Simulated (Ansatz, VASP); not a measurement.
## TiO2 in two plane-wave programs

One calculation is typed for both programs; each brings its own data sets. How far apart do they land? The cell is taken from a series of runs on this material, whose earlier steps may have relaxed, scaled, displaced or heated it; both programs get it as it stands.

Program: Ansatz 0.2.0. Level of theory: plane waves, with VASP 6.6.1 beside it; G0W0 gap at LDA. Results are calculated unless marked as measured.

### Step 1. Set-up

It takes space group Pbcn (No. 60, orthorhombic). The conventional cell has a = 4.523 Å, b = 5.492 Å, c = 4.885 Å, α = 90.00°, β = 90.00°, γ = 90.00°. Ti has 6 O at 1.87 to 2.08 Å nearest. Nearest to O lie 3 Ti at 1.87 to 2.08 Å. Farther neighbours and most contacts between anions are not listed.

Coordinates:

```xyz
12
Lattice="4.5226 0.0000 0.0000 0.0000 5.4920 0.0000 0.0000 0.0000 4.8847" Properties=species:S:1:pos:R:3 pbc="T T T"
Ti    2.2613    3.6980    3.6635
Ti    0.0000    4.5400    1.2212
Ti    2.2613    1.7940    1.2212
Ti    0.0000    0.9520    3.6635
O     3.2897    3.4054    0.4007
O     1.0284    4.8326    4.4839
O     3.4942    4.8326    2.8430
O     1.2329    3.4054    2.0416
O     3.2897    2.0866    2.8430
O     1.0284    0.6594    2.0416
O     3.4942    0.6594    0.4007
O     1.2329    2.0866    4.4839
```

### Step 2. VASP: G0W0 gap, LDA

Quasiparticle shifts depend on high empty states and on the cores, so they are the hardest test of two PAW sets.

Lines of VASP's logs that name or quote its potential files are left out, and so is its time.

The run reads the wave functions of an earlier VASP run, which isn't shown here.

INCAR

```
SYSTEM = TiO2
PREC = Accurate
ENCUT = 440
ISMEAR = 0
SIGMA = 0.01
LREAL = .FALSE.
GGA = CA
NBANDS = 512
LASPH = .TRUE.
ALGO = EVGW0
NELMGW = 1
ENCUTGW = 140
NOMEGA = 64
PRECFOCK = Fast
NBANDSGW = 64
LWAVE = .FALSE.
LCHARG = .FALSE.
```

POSCAR

```
TiO2
1.0
    4.5226228022      0.0000000000      0.0000000000
    0.0000000000      5.4920213428      0.0000000000
    0.0000000000      0.0000000000      4.8846508757
Ti O
4 8
Direct
    0.5000000000      0.6733415454      0.7500000000
    0.0000000000      0.8266584546      0.2500000000
    0.5000000000      0.3266584546      0.2500000000
    0.0000000000      0.1733415454      0.7500000000
    0.7273856086      0.6200650065      0.0820369770
    0.2273856086      0.8799349935      0.9179630230
    0.7726143914      0.8799349935      0.5820369770
    0.2726143914      0.6200650065      0.4179630230
    0.7273856086      0.3799349935      0.5820369770
    0.2273856086      0.1200650065      0.4179630230
    0.7726143914      0.1200650065      0.0820369770
    0.2726143914      0.3799349935      0.9179630230
```

KPOINTS

```
Automatic mesh
0
Gamma
4 2 4
0 0 0
```

PAW data sets: Ti_sv_GW and O_GW (LDA family, release 64).

Command:

```bash
mpirun -np 16 vasp_std
```

Numbers of over 12 decimals in the logs are rounded to 6 here.

What it wrote:

```text
[banner, memory and clock lines left out]
running   16 mpi-ranks, on    1 nodes
 distrk:  each k-point on   16 cores,    1 groups
 distr:  one band on    1 cores,   16 groups

 POSCAR found type information on POSCAR TiO
 POSCAR found :  2 types and      12 ions
|                                                                             |
|           W    W    AA    RRRRR   N    N  II  N    N   GGGG   !!!           |
|           W    W   A  A   R    R  NN   N  II  NN   N  G    G  !!!           |
|           W    W  A    A  R    R  N N  N  II  N N  N  G       !!!           |
|           W WW W  AAAAAA  RRRRR   N  N N  II  N  N N  G  GGG   !            |
|           WW  WW  A    A  R   R   N   NN  II  N   NN  G    G                |
|           W    W  A    A  R    R  N    N  II  N    N   GGGG   !!!           |
|                                                                             |
|     For optimal performance we recommend to set                             |
|       NCORE = 2 up to number-of-cores-per-socket                            |
|     NCORE specifies how many cores store one orbital (NPAR=cpu/NCORE).      |
|     This setting can greatly improve the performance of VASP for DFT.       |
|     The default, NCORE=1 might be grossly inefficient on modern             |
|     multi-core architectures or massively parallel machines. Do your        |
|     Unfortunately you need to use the default for GW and RPA                |
|     calculations (for HF NCORE is supported but not extensively tested      |
|     yet).                                                                   |
|                                                                             |

|                                                                             |
|           W    W    AA    RRRRR   N    N  II  N    N   GGGG   !!!           |
|           W    W   A  A   R    R  NN   N  II  NN   N  G    G  !!!           |
|           W    W  A    A  R    R  N N  N  II  N N  N  G       !!!           |
|           W WW W  AAAAAA  RRRRR   N  N N  II  N  N N  G  GGG   !            |
|           WW  WW  A    A  R   R   N   NN  II  N   NN  G    G                |
|           W    W  A    A  R    R  N    N  II  N    N   GGGG   !!!           |
|                                                                             |
|     The default for ENCUTGWSOFT is different in this version of VASP.       |
|     please manually set ENCUTGWSOFT =140 in the INCAR file.                 |
|                                                                             |

 LDA part: xc-table for (Slater(with rela. corr.)+CA(PZ))
 , standard interpolation
 found WAVECAR, reading the header
 POSCAR, INCAR and KPOINTS ok, starting setup
 FFT: planning ... GRIDC
 FFT: planning ... GRID_SOFT
 FFT: planning ... GRID
 reading WAVECAR
 the WAVECAR file was read successfully
 initial charge from wavefunction
 available memory per node:     37.51 GB, setting MAXMEM to     38405

 The Fermi energy was updated, please check that it is located mid-gap
 values below the HOMO (VB) or above the LUMO (CB) will cause erroneous energies
 E-fermi :   5.7109

 calculate exact exchange contribution
 the WAVEDER file was read successfully
energies w=
    0.000    0.000    1.091    0.000    2.180    0.000    3.264    0.000
    4.341    0.000    5.408    0.000    6.465    0.000    7.510    0.000
    8.541    0.000    9.559    0.000   10.563    0.000   11.553    0.000
   12.529    0.000   13.492    0.000   14.443    0.000   15.383    0.000
   16.313    0.000   17.235    0.000   18.150    0.000   19.060    0.000
   19.966    0.000   20.870    0.000   21.776    0.000   22.683    0.000
   23.596    0.000   24.515    0.000   25.445    0.000   26.387    0.000
   27.343    0.000   28.319    0.000   29.315    0.000   30.338    0.000
   31.389    0.000   32.475    0.000   33.599    0.000   34.768    0.000
   35.987    0.000   37.264    0.000   38.606    0.000   40.024    0.000
   41.527    0.000   43.129    0.000   44.843    0.000   46.688    0.000
   48.682    0.000   50.853    0.000   53.228    0.000   55.843    0.000
   58.745    0.000   61.988    0.000   65.644    0.000   69.801    0.000
   74.578    0.000   80.129    0.000   86.667    0.000   94.482    0.000
  103.992    0.000  115.812    0.000  130.895    0.000  150.790    0.000
  178.202    0.000  218.318    0.000  282.494    0.000  401.337    0.000
 responsefunction array rank=     480
 LDA part: xc-table for (Slater(with rela. corr.)+CA(PZ))
 , standard interpolation

 min. memory requirement per mpi rank    495.8 MB, per node   7932.9 MB

 allocating   4 responsefunctions rank=   480
 shmem allocating  64 responsefunctions rank=   480
 response function shared by NCSHMEM nodes    1
 Doing            4  frequencies on each core in blocks of           64
NQ=   1    0.0000    0.0000    0.0000,
|.........|.........|.........|.........|.........|.........|.........|.........
 performed       2605000 updates of chi_q(r,r)
 total number of BLAS operations       4467.55 Gflops
NQ=   2    0.2500    0.0000    0.0000,
|.........|.........|.........|.........|.........|.........|.........|.........
 performed       5865000 updates of chi_q(r,r)
 total number of BLAS operations       9915.02 Gflops
NQ=   3    0.5000    0.0000    0.0000,
|.........|.........|.........|.........|.........|.........|.........|.........
 performed       8470000 updates of chi_q(r,r)
 total number of BLAS operations      14172.81 Gflops
NQ=   4    0.0000    0.5000    0.0000,
|.........|.........|.........|.........|.........|.........|.........|.........
 performed      11075000 updates of chi_q(r,r)
 total number of BLAS operations      18776.46 Gflops
NQ=   5    0.2500    0.5000    0.0000,
|.........|.........|.........|.........|.........|.........|.........|.........
 performed      14335000 updates of chi_q(r,r)
 total number of BLAS operations      24247.81 Gflops
NQ=   6    0.5000    0.5000    0.0000,
|.........|.........|.........|.........|.........|.........|.........|.........
 performed      16940000 updates of chi_q(r,r)
 total number of BLAS operations      28505.59 Gflops
NQ=   7    0.0000    0.0000    0.2500,
|.........|.........|.........|.........|.........|.........|.........|.........
 performed      20200000 updates of chi_q(r,r)
 total number of BLAS operations      33810.97 Gflops
NQ=   8    0.2500    0.0000    0.2500,
|.........|.........|.........|.........|.........|.........|.........|.........
 performed      23722000 updates of chi_q(r,r)
 total number of BLAS operations      39722.22 Gflops
NQ=   9    0.5000    0.0000    0.2500,
|.........|.........|.........|.........|.........|.........|.........|.........
 performed      26982000 updates of chi_q(r,r)
 total number of BLAS operations      45241.45 Gflops
NQ=  10    0.0000    0.5000    0.2500,
|.........|.........|.........|.........|.........|.........|.........|.........
 performed      30242000 updates of chi_q(r,r)
 total number of BLAS operations      50760.68 Gflops
NQ=  11    0.2500    0.5000    0.2500,
|.........|.........|.........|.........|.........|.........|.........|.........
 performed      33764000 updates of chi_q(r,r)
 total number of BLAS operations      56671.93 Gflops
NQ=  12    0.5000    0.5000    0.2500,
|.........|.........|.........|.........|.........|.........|.........|.........
 performed      37024000 updates of chi_q(r,r)
 total number of BLAS operations      62000.86 Gflops
NQ=  13    0.0000    0.0000    0.5000,
|.........|.........|.........|.........|.........|.........|.........|.........
 performed      39629000 updates of chi_q(r,r)
 total number of BLAS operations      66526.49 Gflops
NQ=  14    0.2500    0.0000    0.5000,
|.........|.........|.........|.........|.........|.........|.........|.........
 performed      42889000 updates of chi_q(r,r)
 total number of BLAS operations      72288.30 Gflops
NQ=  15    0.5000    0.0000    0.5000,
|.........|.........|.........|.........|.........|.........|.........|.........
 performed      45494000 updates of chi_q(r,r)
 total number of BLAS operations      76775.16 Gflops
NQ=  16    0.0000    0.5000    0.5000,
|.........|.........|.........|.........|.........|.........|.........|.........
 performed      48099000 updates of chi_q(r,r)
 total number of BLAS operations      81108.64 Gflops
NQ=  17    0.2500    0.5000    0.5000,
|.........|.........|.........|.........|.........|.........|.........|.........
 performed      51359000 updates of chi_q(r,r)
 total number of BLAS operations      86437.57 Gflops
NQ=  18    0.5000    0.5000    0.5000,
|.........|.........|.........|.........|.........|.........|.........|.........
 performed      53964000 updates of chi_q(r,r)
 total number of BLAS operations      90472.28 Gflops
 resolving degeneracies of screened two electron integrals

 calculate QP shifts <psi_nk| G(iteration)W_0 |psi_nk>: iteration 1
 entering main loop
```

From OUTCAR (step 2):

```text
ion  position               nearest neighbor table
   1  0.500  0.673  0.750-   6 1.87   7 1.87   5 1.94   8 1.94   9 2.08  12 2.08
   2  0.000  0.827  0.250-   5 1.87   8 1.87   7 1.94   6 1.94  10 2.08  11 2.08
   3  0.500  0.327  0.250-  10 1.87  11 1.87   9 1.94  12 1.94   5 2.08   8 2.08
   4  0.000  0.173  0.750-   9 1.87  12 1.87  11 1.94  10 1.94   6 2.08   7 2.08
   5  0.727  0.620  0.082-   2 1.87   1 1.94   3 2.08
   6  0.227  0.880  0.918-   1 1.87   2 1.94   4 2.08
   7  0.773  0.880  0.582-   1 1.87   2 1.94   4 2.08
   8  0.273  0.620  0.418-   2 1.87   1 1.94   3 2.08
   9  0.727  0.380  0.582-   4 1.87   3 1.94   1 2.08
  10  0.227  0.120  0.418-   3 1.87   4 1.94   2 2.08
  11  0.773  0.120  0.082-   3 1.87   4 1.94   2 2.08
  12  0.273  0.380  0.918-   4 1.87   3 1.94   1 2.08

  LATTYP: Found a simple orthorhombic cell.
 ALAT       =     4.5226228022
 B/A-ratio  =     1.0800482572
 C/A-ratio  =     1.2143443270

 Subroutine GETGRP returns: Found  8 space group operations
 (whereof  2 operations were pure point group operations)

The static configuration has the point symmetry S_2 .
 The point group associated with its full space group is D_2h.

 Found     18 irreducible k-points:

   k-points           NKPTS =     18   k-points in BZ     NKDIM =     32   number of bands    NBANDS=    512

   dimension x,y,z NGX =    32 NGY =   40 NGZ =   36
   dimension x,y,z NGXF=    64 NGYF=   80 NGZF=   72

   ENCUT  =  440.0 eV  32.34 Ry    5.69 a.u.   7.74  9.39  8.35*2*pi/ulx,y,z

   NELECT =      96.0000    total number of electrons

  energy-cutoff  :      440.00
  volume of cell :      121.33
      direct lattice vectors                 reciprocal lattice vectors
     4.522622802  0.000000000  0.000000000     0.221110635  0.000000000  0.000000000
     0.000000000  5.492021343  0.000000000     0.000000000  0.182082322  0.000000000
     0.000000000  0.000000000  4.884650876     0.000000000  0.000000000  0.204722922

 k-points in reciprocal lattice and weights: Automatic mesh
   0.00000000  0.00000000  0.00000000       0.031
   0.25000000  0.00000000  0.00000000       0.062
   0.50000000  0.00000000  0.00000000       0.031
   0.00000000  0.50000000  0.00000000       0.031
   0.25000000  0.50000000  0.00000000       0.062
   0.50000000  0.50000000  0.00000000       0.031
   0.00000000  0.00000000  0.25000000       0.062
   0.25000000  0.00000000  0.25000000       0.125
   0.50000000  0.00000000  0.25000000       0.062
[...]
0.25000000  0.50000000  0.50000000       0.062
   0.50000000  0.50000000  0.50000000       0.031

 E-fermi :   5.7109

 QP shifts <psi_nk| G(iteration)W_0 |psi_nk>: iteration 1
 for sc-GW calculations column KS-energies equals QP-energies in previous step
 and V_xc(KS)=  KS-energies - (<T + V_ion + V_H > + <T+V_H+V_ion>^1  + <V_x>^1)
 k-point   1 :       0.0000    0.0000    0.0000
  band No.  KS-energies  QP-energies   sigma(KS)   V_xc(KS)     V^pw_x(r,r')   Z            occupation Imag(sigma)
    ...
     45       3.8319       3.6961     -19.6777     -19.4853     -24.0067       0.7056       2.0000       0.2983
     46       4.0011       3.8925     -20.6974     -20.5477     -24.8860       0.7249       2.0000       0.2478
     47       4.4123       4.2762     -20.2311     -20.0408     -24.5660       0.7154       2.0000       0.2676
     48       4.4188       4.2678     -20.1630     -19.9516     -24.7060       0.7144       2.0000       0.2797
     49       7.0644       8.6606     -17.9092     -20.1382     -11.4603       0.7161       0.0000      -0.3177
     50       7.0795       8.6815     -17.9732     -20.2131     -11.5250       0.7152       0.0000      -0.3146
     51       7.2317       8.8551     -18.0393     -20.3249     -11.4288       0.7103       0.0000      -0.3287
     52       7.2389       8.8386     -17.8626     -20.1187     -11.1721       0.7091       0.0000      -0.3334
    ...

 k-point   2 :       0.2500    0.0000    0.0000
  band No.  KS-energies  QP-energies   sigma(KS)   V_xc(KS)     V^pw_x(r,r')   Z            occupation Imag(sigma)
    ...
     45       3.6703       3.5767     -20.2619     -20.1314     -24.4609       0.7167       2.0000       0.2757
     46       3.8605       3.6935     -19.6613     -19.4251     -24.2001       0.7070       2.0000       0.3008
     47       4.0193       3.9575     -19.9813     -19.8944     -24.0078       0.7114       2.0000       0.2687
     48       4.2795       4.1557     -20.0699     -19.8962     -24.4312       0.7129       2.0000       0.2785
     49       7.1958       8.7508     -17.8036     -19.9764     -11.5131       0.7157       0.0000      -0.3105
     50       7.2573       8.8529     -17.9575     -20.2039     -11.3351       0.7103       0.0000      -0.3328
     51       7.2603       8.8434     -18.0432     -20.2693     -11.5486       0.7111       0.0000      -0.3289
     52       7.5561       9.1248     -18.1855     -20.4203     -11.5955       0.7019       0.0000      -0.3467
    ...

 k-point   3 :       0.5000    0.0000    0.0000
  band No.  KS-energies  QP-energies   sigma(KS)   V_xc(KS)     V^pw_x(r,r')   Z            occupation Imag(sigma)
    ...
     45       3.8763       3.7613     -19.8029     -19.6401     -24.0518       0.7067       2.0000       0.2917
     46       3.8763       3.7613     -19.8029     -19.6401     -24.0518       0.7067       2.0000       0.2917
     47       4.1497       4.0401     -20.1034     -19.9496     -24.4422       0.7123       2.0000       0.2769
     48       4.1497       4.0401     -20.1034     -19.9496     -24.4422       0.7123       2.0000       0.2769
     49       7.4939       9.0396     -18.1889     -20.3809     -11.7558       0.7052       0.0000      -0.3387
     50       7.4939       9.0396     -18.1889     -20.3809     -11.7558       0.7052       0.0000      -0.3387
     51       7.6716       9.2370     -18.1914     -20.4444     -11.3601       0.6948       0.0000      -0.3697
     52       7.6716       9.2370     -18.1914     -20.4444     -11.3601       0.6948       0.0000      -0.3697
    ...

 k-point   4 :       0.0000    0.5000    0.0000
  band No.  KS-energies  QP-energies   sigma(KS)   V_xc(KS)     V^pw_x(r,r')   Z            occupation Imag(sigma)
    ...
     45       3.1766       2.9667     -19.6728     -19.3785     -24.2166       0.7131       2.0000       0.3142
     46       3.1766       2.9667     -19.6728     -19.3785     -24.2166       0.7131       2.0000       0.3142
     47       4.2712       4.1261     -20.0441     -19.8406     -24.4652       0.7128       2.0000       0.2796
     48       4.2712       4.1261     -20.0441     -19.8406     -24.4652       0.7128       2.0000       0.2796
     49       7.1833       8.7583     -17.9935     -20.2084     -11.5500       0.7111       0.0000      -0.3191
     50       7.1833       8.7583     -17.9935     -20.2084     -11.5500       0.7111       0.0000      -0.3191
     51       7.6646       9.1884     -18.6326     -20.8178     -12.2612       0.6973       0.0000      -0.3513
     52       7.6646       9.1884     -18.6326     -20.8178     -12.2612       0.6973       0.0000      -0.3513
    ...

[... 4 further parts left out ...]
```

[end of part 1 of 2]

[Lines on the potential files, build, host, timing and source positions are cut from VASP's logs without a mark.]

[Logs are printed without paths, hosts, clocks, repeated set-up lines and the standing remarks that a program may print on its own settings, such as how far it seeks lower states.]

[Hosts, paths, dates, database ids (printed as entryN), source tags and the programs' standing remarks are cut or masked in the printed files.]
